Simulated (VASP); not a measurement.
# VPO5: structure and properties in VASP, part 4 of 9

What structure and properties does PBEsol + D3(BJ) + U give VPO5, and how near are they to the measured ones? The start is a computed cell from the Materials Project.

VASP 6.6.1; PBEsol with D3(BJ), DFT+U (V d 4 eV), spin-polarised from a ferromagnetic start; plane waves and PAW (V_sv, P, O).

So far, gap on the k-mesh (eV): step 2 (full relaxation (PBEsol + D3(BJ) + U)) 2.11; step 3 (second relaxation) 2.11.

## (4) Density, ELF and potential (PBEsol + D3(BJ) + U)

The relaxed cell gets a fresh self-consistent run, on a basis set for its own volume, to fix the density and to check the remaining stress.

INCAR

```
SYSTEM = VPO5
PREC = Accurate
ENCUT = 520
EDIFF = 1E-06
NELM = 100
ISMEAR = 0
SIGMA = 0.05
LREAL = .FALSE.
ALGO = Normal
GGA = PS
IVDW = 12
NBANDS = 72
ISPIN = 2
MAGMOM = 2 2 0 0 0 0 0 0 0 0 0 0 0 0
LDAU = .TRUE.
LDAUTYPE = 2
LDAUL = 2 -1 -1
LDAUU = 4 0 0
LDAUJ = 0 0 0
LDAUPRINT = 1
LASPH = .TRUE.
LMAXMIX = 4
LORBIT = 11
LWAVE = .FALSE.
LCHARG = .TRUE.
ISIF = 2
LELF = .TRUE.
LVHAR = .TRUE.
```

POSCAR

```
VPO5
1.0
    3.6170787136     -3.4514216147     -0.0354071261
    3.6170787136      3.4514216147     -0.0354071261
   -3.3394706028      0.0000000000      6.3583339124
V P O
2 2 10
Direct
    0.4828922169      0.9531911590      0.4687110892
    0.9531911590      0.4828922169      0.9687110892
    0.1368702453      0.8718410873      0.7543018399
    0.8718410873      0.1368702453      0.2543018399
    0.1695887649      0.1664609187      0.9307509595
    0.8463306640      0.8270600026      0.5749556278
    0.8270600026      0.8463306640      0.0749556278
    0.1664609187      0.1695887649      0.4307509595
    0.6389388383      0.1667990418      0.3523395969
    0.8507019923      0.3802284933      0.1677590230
    0.3802284933      0.8507019923      0.6677590230
    0.1667990418      0.6389388383      0.8523395969
    0.3425669985      0.6770575770      0.2591818636
    0.6770575770      0.3425669985      0.7591818636
```

KPOINTS

```
Automatic mesh
0
Gamma
6 6 4
0 0 0
```

The projector-augmented-wave data sets are V_sv, P and O (PBE family, release 64).

The run is started by

```console
$ mpirun -np 8 vasp_std
```

What it wrote:

```text
[banner, memory and clock lines left out]
running    8 mpi-ranks, on    1 nodes
 distrk:  each k-point on    8 cores,    1 groups
 distr:  one band on    1 cores,    8 groups

 POSCAR found type information on POSCAR V P O
 POSCAR found :  3 types and      14 ions
 [... a notice as in an earlier step ...]

 [... a notice as in an earlier step ...]

 LDA part: xc-table for (Slater+PW92), standard interpolation
 POSCAR, INCAR and KPOINTS ok, starting setup
 FFT: planning ... GRIDC
 FFT: planning ... GRID_SOFT
 FFT: planning ... GRID
 WAVECAR not read
 entering main loop
       N       E                     dE             d eps       ncg     rms          rms(c)
DAV:   1     0.960702518474E+03    0.96070E+03   -0.53187E+04 14008   0.135E+03
DAV:   2    -0.609605439438E+02   -0.10217E+04   -0.96627E+03 14992   0.391E+02
DAV:   3    -0.134830236247E+03   -0.73870E+02   -0.72998E+02 16008   0.118E+02
DAV:   4    -0.135888620773E+03   -0.10584E+01   -0.10550E+01 16320   0.151E+01
DAV:   5    -0.135901318745E+03   -0.12698E-01   -0.12695E-01 15720   0.168E+00    0.722E+01
DAV:   6    -0.116156648111E+03    0.19745E+02   -0.86136E+01 16376   0.715E+01    0.422E+01
DAV:   7    -0.116061063886E+03    0.95584E-01   -0.72357E+01 14376   0.862E+01    0.366E+01
DAV:   8    -0.109050727944E+03    0.70103E+01   -0.64419E+00 14784   0.180E+01    0.157E+01
DAV:   9    -0.106671250138E+03    0.23795E+01   -0.17780E+00 17632   0.120E+01    0.409E+00
DAV:  10    -0.106676068849E+03   -0.48187E-02   -0.43719E-01 15024   0.314E+00    0.232E+00
DAV:  11    -0.106670178487E+03    0.58904E-02   -0.51032E-02 15896   0.145E+00    0.144E+00
DAV:  12    -0.106673333897E+03   -0.31554E-02   -0.50085E-02 16088   0.125E+00    0.440E-01
DAV:  13    -0.106672353283E+03    0.98061E-03   -0.49230E-03 15552   0.406E-01    0.236E-01
DAV:  14    -0.106672592776E+03   -0.23949E-03   -0.16733E-03 15088   0.228E-01    0.159E-01
DAV:  15    -0.106672746457E+03   -0.15368E-03   -0.24554E-04 17592   0.106E-01    0.750E-02
DAV:  16    -0.106672744510E+03    0.19463E-05   -0.94882E-05 15976   0.543E-02    0.315E-02
DAV:  17    -0.106672748004E+03   -0.34937E-05   -0.25316E-05 15760   0.215E-02    0.130E-02
DAV:  18    -0.106672748793E+03   -0.78959E-06   -0.20342E-06 13752   0.982E-03
   1 F= -.10849966E+03 E0= -.10849966E+03  d E =-.242506E-32  mag=     0.0000
```

Run time: 2.7 min. Hardware: 8 MPI ranks of AMD EPYC 9R14 (Zen 4), shared host; peak memory 2 GiB; 20 min of CPU time.

OUTCAR, selected parts (step 4):

```text
 Found     47 irreducible k-points:

   NELECT =      96.0000    total number of electrons

atom =   1  type =  1  l = 2

 onsite density matrix

spin component  1

spin component  2

 occupancies and eigenvectors

atom =   2  type =  1  l = 2

 onsite density matrix

spin component  1

spin component  2

 occupancies and eigenvectors

 E-fermi :   2.4117

 Edisp (eV)   -1.82692

  Total       0.00062    -0.00426    -0.01833     0.00000     0.00000     0.00795
  in kB       0.00629    -0.04318    -0.18594     0.00000     0.00000     0.08068
  external pressure =       -0.07 kB  Pullay stress =        0.00 kB

  FREE ENERGIE OF THE ION-ELECTRON SYSTEM (eV)
  ---------------------------------------------------
  free  energy   TOTEN  =      -108.4996639416 eV

  energy  without entropy=     -108.4996639416  energy(sigma->0) =     -108.49966394

[... 31 parts as in an earlier step ...]
```

With spin, VASP writes an ELF for each channel.

This step gave:

| Item | Value |
| --- | --- |
| SCF cycles | 18 |
| pressure | -0.007428 GPa |

Valence electrons inside each PAW sphere by angular momentum. Sphere charges, by row:

```tsv
atom	s (e)	p (e)	d (e)	tot (e)
V1	2.353	6.425	2.924	11.7
V2	2.353	6.425	2.924	11.7
P3	0.907	1.518	0	2.425
P4	0.907	1.518	0	2.425
O5	1.567	3.579	0	5.146
O6	1.563	3.593	0	5.156
O7	1.563	3.593	0	5.156
O8	1.567	3.579	0	5.146
O9	1.565	3.59	0	5.156
O10	1.564	3.596	0	5.159
O11	1.564	3.596	0	5.159
O12	1.565	3.59	0	5.156
O13	1.602	3.366	0	4.968
O14	1.602	3.366	0	4.968
```

Valence density in the ac plane of the conventional cell at fractional y = 0.236, with atoms of V and O within 0.2 Å of it. It is the smooth field of the valence electrons, not physical close to the nuclei.

Values in e/Å³, 10 rows by 16 columns, each cell a mean:
```
 0  1  5  9  5  1  2  2  1  0  0  0  0  0  0  0
 1  1  1  1  1  3  6  4  1  0  0  0  0  0  0  0
 1  1  0  0  0  1  1  1  1  2  4  2  0  0  0  1
 0  0  0  0  0  0  0  0  2  5  5  1  0  0  0  0
 0  0  0  0  0  0  0  0  1  1  2  5  6  2  0  0
 1  0  0  0  0  0  0  0  0  1  6 11  6  1  2  2
 1  0  0  0  0  0  0  0  1  1  2  1  1  3  5  3
 1  2  3  1  0  0  0  2  2  1  0  0  0  1  1  1
 2  5  4  1  0  0  0  1  0  0  0  0  0  0  0  0
 1  1  1  5  5  1  0  0  0  0  0  0  0  0  0  0
```
Columns run along a (7.2 Å), rows up along c (7.2 Å), edges of the conventional cell, whose origin can differ from the input's. Atoms in or near the plane, at fractional coordinates: V at (0.72, 0.47), V at (0.22, 0.97), O at (0.90, 0.35), O at (0.12, 0.17), O at (0.62, 0.67), O at (0.40, 0.85).

Electrostatic potential energy in the ac plane of the conventional cell at fractional y = 0.236, with atoms of V and O within 0.2 Å of it. With pseudopotentials it is smooth inside the atoms' cores, unlike the true potential.

Ten even steps from '0' (-55 eV) to '9' (7 eV), each cell a mean:
```
98400037889999999999
97300365228999999999
87534761128889999999
88888851167889999999
78999986777754899998
99999999887301699998
99999999886102888899
99999999997347645789
99999999999874102689
99999999999850002789
89999999999730005756
78899999998731157302
67889999997665786004
45779999963588997345
45227999854899999875
62017999888999999877
72158778899999999988
87764247899999999999
98720026999999999999
```
Columns run along a (7.2 Å; values clipped at the 3rd and 97th percentile), rows up along c (7.2 Å), edges of the conventional cell, whose origin can differ from the input's. Atoms in or near the plane, at fractional coordinates: V at (0.72, 0.47), V at (0.22, 0.97), O at (0.90, 0.35), O at (0.12, 0.17), O at (0.62, 0.67), O at (0.40, 0.85).

ELF of up spins in the ac plane of the conventional cell at fractional y = 0.236, with atoms of V and O within 0.2 Å of it. It is the smooth field of the valence electrons, not physical close to the nuclei.

Ten even steps from '_' (0.01) to '@' (0.83), each cell a mean:
```
....==######====%%@@@@**..____________..
::::==####++==%%%%@@@@++..____________..
**==--==----%%##++%%%%==::::--::____..==
@@%%==....**@@%%%%%%++==**##%%**..__==##
@@%%++..::##@@@@%%++==##@@@@@@##....**%%
%%**--__::++****====##%%**%%@@++..::**%%
==::______..::::::++@@%%**%%##::__..--++
________________::**@@@@@@##------......
::..____________::**%%%%++==**%%**::..::
##==..__________..::--::--######**::++##
@@++..______________....++######==**@@@@
%%++::....________--++====****==**@@##%%
##====++++==..__--##@@%%++--..==@@%%##@@
++**%%@@@@**....**@@@@@@##::..##@@@@@@%%
**@@%%@@@@**..--%%@@@@@@++....**%%%%##++
@@%%**%%@@--__--##@@%%**::__..--====--++
@@%%%%%%++......--==--..________....--**
%%@@##====**++........______________::++
**++--++##%%**..::++++--..__________..==
```
Columns run along a (7.2 Å), rows up along c (7.2 Å), edges of the conventional cell, whose origin can differ from the input's. Atoms in or near the plane, at fractional coordinates: V at (0.72, 0.47), V at (0.22, 0.97), O at (0.90, 0.35), O at (0.12, 0.17), O at (0.62, 0.67), O at (0.40, 0.85).

In this run the pressure is -0.01 GPa, small enough to go on.

(Continued in part 5 of 9.)

[Lines on the potential files, build, host, timing and source positions are cut from VASP's logs without a mark.]

[Logs are printed without paths, hosts, clocks, repeated set-up lines and the standing remarks that a program may print on its own settings, such as how far it seeks lower states.]

[Hosts, paths, dates, database ids (printed as entryN), source tags and the programs' standing remarks are cut or masked in the printed files.]

[A measured line is paired with the nearest computed mode of its activity, which favours agreement.]
